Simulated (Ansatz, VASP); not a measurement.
## Cross-check of InH between VASP and Ansatz

Wanted: the spread between two codes on one cell, functional and k mesh. The cell is generated by rule, not measured, and may not be a known phase. The cell is taken from a series of runs on this material, whose earlier steps may have relaxed, scaled, displaced or heated it; both programs get it as it stands.

Method: plane waves, with VASP 6.6.1 beside it; zone-centre phonons at PBE, in Ansatz 0.2.0.

The structure was built from a prototype and need not be the compound's stable phase.

**1. Starting point**

The structure is orthorhombic, space group Pmma (No. 51). The conventional cell has a = 5.573 Å, b = 4.083 Å, c = 6.037 Å, α = 90.00°, β = 90.00°, γ = 90.00°. Nearest to In lie 3 H at 2.00 to 2.05 Å. Nearest to In lie 2 H at 2.44 Å. Nearest to H lie 2 In at 2.05 Å. Nearest to H lie 1 In at 2.00 Å. Farther neighbours are not listed.

**2. VASP: zone-centre phonons, PBE**

Second derivatives magnify differences that forces hide, and they need a tight electronic threshold.

Lines of VASP's logs that name or quote its potential files are left out, and so is its time.

INCAR

```
SYSTEM = InH
PREC = Accurate
ENCUT = 500
EDIFF = 1E-08
NELM = 120
ISMEAR = 1
SIGMA = 0.15
LREAL = .FALSE.
ALGO = Normal
GGA = PE
NBANDS = 36
LORBIT = 11
LWAVE = .FALSE.
LCHARG = .FALSE.
ISIF = 2
IBRION = 8
LASPH = .TRUE.
GGA_COMPAT = .FALSE.
KPAR = 2
```

POSCAR

```
InH
1.0
    5.5732869969      0.0000000000      0.0000000000
    0.0000000000      4.0827535675      0.0000000000
    0.0000000000      0.0000000000      6.0371411969
In H
4 4
Direct
    0.7500000000      0.5000000000      0.7959246650
    0.7500000000      0.0000000000      0.3467796658
    0.2500000000      0.0000000000      0.6532203342
    0.2500000000      0.5000000000      0.2040753350
    0.7500000000      0.0000000000      0.8305898166
    0.7500000000      0.5000000000      0.1266135806
    0.2500000000      0.5000000000      0.8733864194
    0.2500000000      0.0000000000      0.1694101834
```

KPOINTS

```
Automatic mesh
0
Gamma
6 8 6
0 0 0
```

The projector-augmented-wave data sets are In_d and H (PBE family, release 64).

On the command line:

```sh
> mpirun -np 2 vasp_std
```

Numbers of over 12 decimals in the logs are rounded to 6 here.

What it wrote:

```text
[banner, memory and clock lines left out]
running    2 mpi-ranks, on    1 nodes
 distrk:  each k-point on    1 cores,    2 groups
 distr:  one band on    1 cores,    1 groups

 POSCAR found type information on POSCAR InH
 POSCAR found :  2 types and       8 ions
 LDA part: xc-table for (Slater+PW92), standard interpolation
 POSCAR, INCAR and KPOINTS ok, starting setup
 FFT: planning ... GRIDC
 FFT: planning ... GRID_SOFT
 FFT: planning ... GRID
 WAVECAR not read
 entering main loop
       N       E                     dE             d eps       ncg     rms          rms(c)
DAV:   1     0.521857185027E+03    0.52186E+03   -0.26252E+04  5760   0.195E+03
DAV:   2     0.344080933355E+02   -0.48745E+03   -0.47909E+03  5768   0.466E+02
DAV:   3    -0.194546272505E+02   -0.53863E+02   -0.53016E+02  6660   0.180E+02
DAV:   4    -0.218389039179E+02   -0.23843E+01   -0.23775E+01  6776   0.410E+01
DAV:   5    -0.219279432783E+02   -0.89039E-01   -0.89030E-01  7872   0.687E+00    0.717E+00
DAV:   6    -0.208666589438E+02    0.10613E+01   -0.10405E+00  7680   0.946E+00    0.372E+00
DAV:   7    -0.207103228872E+02    0.15634E+00   -0.15533E+00  7456   0.728E+00    0.891E-01
DAV:   8    -0.207108039298E+02   -0.48104E-03   -0.18280E-01  6672   0.334E+00    0.594E-01
DAV:   9    -0.207126715653E+02   -0.18676E-02   -0.10185E-02  8592   0.693E-01    0.393E-01
DAV:  10    -0.207135202783E+02   -0.84871E-03   -0.30159E-03  6840   0.298E-01    0.237E-01
DAV:  11    -0.207135268168E+02   -0.65385E-05   -0.86221E-04  7444   0.234E-01    0.384E-02
DAV:  12    -0.207135204733E+02    0.63435E-05   -0.16181E-04  7628   0.111E-01    0.176E-02
DAV:  13    -0.207135215987E+02   -0.11254E-05   -0.15080E-05  7056   0.243E-02    0.143E-02
DAV:  14    -0.207135229737E+02   -0.13750E-05   -0.33180E-06  7800   0.196E-02    0.144E-02
DAV:  15    -0.207135230718E+02   -0.98122E-07   -0.81862E-07  6528   0.696E-03    0.556E-03
DAV:  16    -0.207135227827E+02    0.28912E-06   -0.46417E-07  7300   0.514E-03    0.192E-03
DAV:  17    -0.207135227512E+02    0.31513E-07   -0.71485E-08  5084   0.185E-03    0.653E-04
DAV:  18    -0.207135227948E+02   -0.43653E-07   -0.96969E-09  3324   0.820E-04    0.191E-04
DAV:  19    -0.207135227840E+02    0.10851E-07   -0.32747E-09  3208   0.620E-04    0.258E-04
DAV:  20    -0.207135227927E+02   -0.86957E-08   -0.15106E-09  3164   0.514E-04
   1 F= -.20713523E+02 E0= -.20713978E+02  d E =0.136433E-02
 Linear response reoptimize wavefunctions to high precision
DAV:   1    -0.207135227901E+02    0.25666E-08   -0.50429E-10  3156   0.304E-04
DAV:   2    -0.207135227901E+02   -0.54570E-11   -0.33615E-10  3148   0.174E-04
 Linear response DOF=          12
 Linear response progress:
  Degree of freedom:   1/ 12
       N       E                     dE             d eps       ncg     rms          rms(c)
RMM:   1    -0.237487406069E+00   -0.23749E+00   -0.12794E-01  9899   0.352E+00
RMM:   2    -0.240442080960E+00   -0.29547E-02   -0.14566E-02 11588   0.764E-01    0.662E-02
RMM:   3    -0.240450498877E+00   -0.84179E-05   -0.22219E-03 12421   0.245E-01    0.174E-02
RMM:   4    -0.240314436442E+00    0.13606E-03   -0.36401E-04 12567   0.832E-02    0.192E-02
RMM:   5    -0.240271970722E+00    0.42466E-04   -0.73688E-05 12714   0.323E-02    0.121E-02
RMM:   6    -0.240207637028E+00    0.64334E-04   -0.35049E-05 12410   0.124E-02    0.456E-03
RMM:   7    -0.240196706065E+00    0.10931E-04   -0.91785E-06 12823   0.468E-03    0.142E-03
RMM:   8    -0.240190007773E+00    0.66983E-05   -0.41766E-06 13103   0.219E-03    0.151E-03
RMM:   9    -0.240188626801E+00    0.13810E-05   -0.17055E-06 12897   0.105E-03    0.972E-04
RMM:  10    -0.240189450834E+00   -0.82403E-06   -0.70762E-07 13483   0.530E-04    0.452E-04
RMM:  11    -0.240189531506E+00   -0.80671E-07    0.14630E-07 13501   0.219E-04    0.351E-04
RMM:  12    -0.240190347651E+00   -0.81615E-06   -0.93300E-08 12774   0.188E-04    0.864E-05
RMM:  13    -0.240190212549E+00    0.13510E-06   -0.59732E-08 12587   0.887E-05    0.302E-05
RMM:  14    -0.240190125524E+00    0.87024E-07    0.74185E-08 13532   0.413E-05    0.877E-06
RMM:  15    -0.240190127386E+00   -0.18612E-08    0.94691E-08 12494   0.218E-05    0.730E-06
 first order change of Fermi-energy   0.46998E-04
 force on displaced ion       1 direction 1 :  -1.284   0.000   0.001
 Linear response progress:
  Degree of freedom:   2/ 12
       N       E                     dE             d eps       ncg     rms          rms(c)
RMM:   1    -0.234477407936E+00   -0.23448E+00   -0.14608E-01 10527   0.334E+00
RMM:   2    -0.236817275946E+00   -0.23399E-02   -0.15327E-02 12242   0.775E-01    0.844E-02
RMM:   3    -0.236764536179E+00    0.52740E-04   -0.17796E-03 12794   0.241E-01    0.484E-02
RMM:   4    -0.236571608234E+00    0.19293E-03   -0.17425E-04 13034   0.839E-02    0.300E-02
RMM:   5    -0.236524642418E+00    0.46966E-04   -0.37228E-05 12840   0.311E-02    0.805E-03
[...]
RMM:   6    -0.241943513414E+00    0.41307E-04   -0.82069E-06  9680   0.167E-02    0.219E-03
RMM:   7    -0.241933726954E+00    0.97865E-05   -0.28343E-06  9862   0.578E-03    0.165E-03
RMM:   8    -0.241926915100E+00    0.68119E-05    0.24107E-07  9641   0.259E-03    0.101E-03
RMM:   9    -0.241926520316E+00    0.39478E-06   -0.43346E-07  9336   0.138E-03    0.481E-04
[...]
RMM:   9    -0.170515540189E-01    0.41142E-07    0.28045E-08 14150   0.404E-04    0.328E-04
RMM:  10    -0.170516600948E-01   -0.10608E-06    0.61644E-08 13793   0.135E-04    0.626E-05
RMM:  11    -0.170515441073E-01    0.11599E-06   -0.21174E-08 14661   0.525E-05    0.581E-05
RMM:  12    -0.170515450722E-01   -0.96483E-09    0.11034E-08 14215   0.193E-05    0.285E-05
 first order change of Fermi-energy  -0.77761E-04
 force on displaced ion       5 direction 2 :   0.000  -2.632   0.005
 Linear response progress:
  Degree of freedom:   9/ 12
       N       E                     dE             d eps       ncg     rms          rms(c)
RMM:   1    -0.159511572452E-01   -0.15951E-01   -0.79230E-03  8780   0.396E-01
RMM:   2    -0.153468063048E-01    0.60435E-03   -0.72359E-04  8260   0.128E-01    0.599E-02
RMM:   3    -0.156413124147E-01   -0.29451E-03   -0.12616E-04  9336   0.553E-02    0.334E-02
RMM:   4    -0.160738400449E-01   -0.43253E-03   -0.40281E-05  9545   0.244E-02    0.760E-03
RMM:   5    -0.161994025258E-01   -0.12556E-03   -0.47943E-06 10165   0.114E-02    0.241E-03
RMM:   6    -0.161997293869E-01   -0.32686E-06   -0.82317E-07 10460   0.371E-03    0.201E-03
RMM:   7    -0.162039125877E-01   -0.41832E-05   -0.65040E-08  9481   0.150E-03    0.997E-04
RMM:   8    -0.162030411649E-01    0.87142E-06    0.52841E-08 10587   0.556E-04    0.388E-04
RMM:   9    -0.162044181808E-01   -0.13770E-05    0.41251E-09 10241   0.208E-04    0.873E-05
RMM:  10    -0.162041237736E-01    0.29441E-06    0.24697E-09 10290   0.841E-05    0.378E-05
RMM:  11    -0.162041914236E-01   -0.67650E-07   -0.10208E-08 10658   0.358E-05    0.119E-05
RMM:  12    -0.162041423437E-01    0.49080E-07    0.13822E-09 10894   0.149E-05    0.875E-06
RMM:  13    -0.162041479974E-01   -0.56537E-08   -0.29073E-09 10961   0.691E-06    0.332E-06
 first order change of Fermi-energy  -0.17147E+00
 force on displaced ion       5 direction 3 :   0.000   0.000  -0.860
 Linear response progress:
  Degree of freedom:  10/ 12
       N       E                     dE             d eps       ncg     rms          rms(c)
RMM:   1    -0.160681293477E-01   -0.16068E-01   -0.47509E-03 11077   0.393E-01
RMM:   2    -0.155763784623E-01    0.49175E-03   -0.81419E-04 10002   0.134E-01    0.642E-02
RMM:   3    -0.158994380251E-01   -0.32306E-03   -0.14305E-04 12274   0.537E-02    0.370E-02
RMM:   4    -0.164530112483E-01   -0.55357E-03   -0.53940E-05 11883   0.274E-02    0.497E-03
RMM:   5    -0.165245985925E-01   -0.71587E-04   -0.38230E-06 12941   0.106E-02    0.300E-03
RMM:   6    -0.165177798572E-01    0.68187E-05   -0.41219E-07 12831   0.365E-03    0.200E-03
RMM:   7    -0.165218308808E-01   -0.40510E-05   -0.43775E-08 12831   0.150E-03    0.704E-04
RMM:   8    -0.165219536814E-01   -0.12280E-06    0.39045E-08 13064   0.523E-04    0.415E-04
RMM:   9    -0.165223848495E-01   -0.43117E-06    0.99112E-08 12968   0.225E-04    0.150E-04
RMM:  10    -0.165227018990E-01   -0.31705E-06    0.28492E-08 12838   0.103E-04    0.116E-04
RMM:  11    -0.165226898265E-01    0.12072E-07   -0.16375E-08 13471   0.348E-05    0.288E-05
RMM:  12    -0.165226840689E-01    0.57576E-08   -0.20605E-08 13493   0.145E-05    0.307E-05
 first order change of Fermi-energy   0.12245E-04
 force on displaced ion       6 direction 1 :   0.394   0.000  -0.002
 Linear response progress:
  Degree of freedom:  11/ 12
       N       E                     dE             d eps       ncg     rms          rms(c)
RMM:   1    -0.161901218900E-01   -0.16190E-01   -0.43683E-03 11839   0.441E-01
RMM:   2    -0.154672859738E-01    0.72284E-03   -0.99740E-04 10434   0.155E-01    0.701E-02
RMM:   3    -0.157843104864E-01   -0.31702E-03   -0.16809E-04 12989   0.654E-02    0.391E-02
RMM:   4    -0.163383795479E-01   -0.55407E-03   -0.63046E-05 11426   0.321E-02    0.481E-03
RMM:   5    -0.164108266261E-01   -0.72447E-04   -0.57120E-06 13727   0.132E-02    0.384E-03
RMM:   6    -0.164079810187E-01    0.28456E-05   -0.97090E-07 13664   0.427E-03    0.355E-03
RMM:   7    -0.164083264430E-01   -0.34542E-06   -0.13468E-07 14106   0.153E-03    0.339E-03
RMM:   8    -0.164040280433E-01    0.42984E-05   -0.10494E-07 13370   0.177E-03    0.487E-03
RMM:   9    -0.164087609491E-01   -0.47329E-05    0.38860E-08 11167   0.933E-04    0.838E-04
RMM:  10    -0.164088812102E-01   -0.12026E-06   -0.21826E-08 13398   0.340E-04    0.589E-04
RMM:  11    -0.164090868995E-01   -0.20569E-06    0.26541E-08 13575   0.114E-04    0.157E-04
RMM:  12    -0.164091695370E-01   -0.82637E-07    0.33810E-11 13812   0.565E-05    0.137E-04
RMM:  13    -0.164091217546E-01    0.47782E-07    0.19095E-08 13522   0.231E-05    0.160E-05
RMM:  14    -0.164091216716E-01    0.83013E-10    0.42407E-10 13879   0.138E-05    0.299E-05
 first order change of Fermi-energy  -0.14378E-04
 force on displaced ion       6 direction 2 :   0.000  -0.512  -0.003
 Linear response progress:
  Degree of freedom:  12/ 12
       N       E                     dE             d eps       ncg     rms          rms(c)
RMM:   1    -0.172963920890E-01   -0.17296E-01   -0.55850E-03  9431   0.608E-01
RMM:   2    -0.161286220879E-01    0.11678E-02   -0.18530E-03  8024   0.255E-01    0.109E-01
RMM:   3    -0.164007061396E-01   -0.27208E-03   -0.27004E-04  8865   0.106E-01    0.561E-02
RMM:   4    -0.169418659039E-01   -0.54116E-03   -0.11094E-04  9238   0.524E-02    0.108E-02
RMM:   5    -0.170550858817E-01   -0.11322E-03   -0.91763E-06 10253   0.196E-02    0.879E-03
RMM:   6    -0.170743857476E-01   -0.19300E-04   -0.72007E-07  9884   0.699E-03    0.634E-03
RMM:   7    -0.170906539246E-01   -0.16268E-04   -0.35675E-07  9387   0.328E-03    0.344E-03
RMM:   8    -0.171042738292E-01   -0.13620E-04   -0.43874E-08 10021   0.146E-03    0.783E-04
RMM:   9    -0.171044397284E-01   -0.16590E-06   -0.62988E-10  9064   0.715E-04    0.918E-04
RMM:  10    -0.171045323828E-01   -0.92654E-07    0.43194E-08 10740   0.299E-04    0.337E-04
RMM:  11    -0.171048002407E-01   -0.26786E-06   -0.60427E-08  8826   0.169E-04    0.320E-04
RMM:  12    -0.171047738683E-01    0.26372E-07    0.60239E-08 10813   0.686E-05    0.125E-04
RMM:  13    -0.171047409249E-01    0.32943E-07    0.32025E-10 10171   0.318E-05    0.178E-05
RMM:  14    -0.171047165848E-01    0.24340E-07   -0.20276E-08 10842   0.167E-05    0.100E-05
RMM:  15    -0.171047183887E-01   -0.18039E-08   -0.84466E-09 10831   0.736E-06    0.107E-05
 first order change of Fermi-energy  -0.27116E-02
 force on displaced ion       6 direction 3 :   0.000   0.000  -2.814
 Linear response finished
```

[end of part 1 of 3]

[Lines on the potential files, build, host, timing and source positions are cut from VASP's logs without a mark.]

[Logs are printed without paths, hosts, clocks, repeated set-up lines and the standing remarks that a program may print on its own settings, such as how far it seeks lower states.]

[Hosts, paths, dates, database ids (printed as entryN), source tags and the programs' standing remarks are cut or masked in the printed files.]
